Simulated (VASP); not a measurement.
Consider the following.

```xyz
2
Lattice="2.9637 0.0000 0.0000 0.0000 2.9637 0.0000 0.0000 0.0000 2.9637" Properties=species:S:1:pos:R:3 pbc="T T T"
V      0.0000     0.0000     0.0000
Si     1.4819     1.4819     1.4819
```
Starting moments (μB, in the order of the record's atoms V Si): 2.0 0.0.

Level of theory: PBEsol GGA, VASP's PBE PAW potentials (set 64) (plane waves; VASP 6.6.1). Run with 400 eV cut-off, 11×11×11 Γ-centred mesh, first-order Methfessel-Paxton smearing of 0.10 eV, potentials V_sv Si.

Energy and stress use the plane-wave basis of the starting cell.

Question: The ions, cell shape and volume are relaxed. Predict the relaxed structure.

Answer: 
```xyz
2
Lattice="2.9388 0.0000 0.0000 0.0000 2.9388 0.0000 0.0000 0.0000 2.9388" Properties=species:S:1:pos:R:3 pbc="T T T"
V      0.0000     0.0000     0.0000
Si     1.4694     1.4694     1.4694
```
Space group Pm-3m (221), at a tolerance of 0.03 Å. The cell ends with 0.00 μB, on the sites 0.00 0.00 μB.

Question: How do energy and volume change from the first to the last step?

Answer: The energy (σ→0) changes by -4.6 meV/atom and the volume by -2.5 %, in 4 ionic steps.

The structure was generated: VSi was put into the CsCl type (Pm-3m), which need not be its known phase. This run relaxes it. Symmetry was kept, so distortions that lower it aren't found.
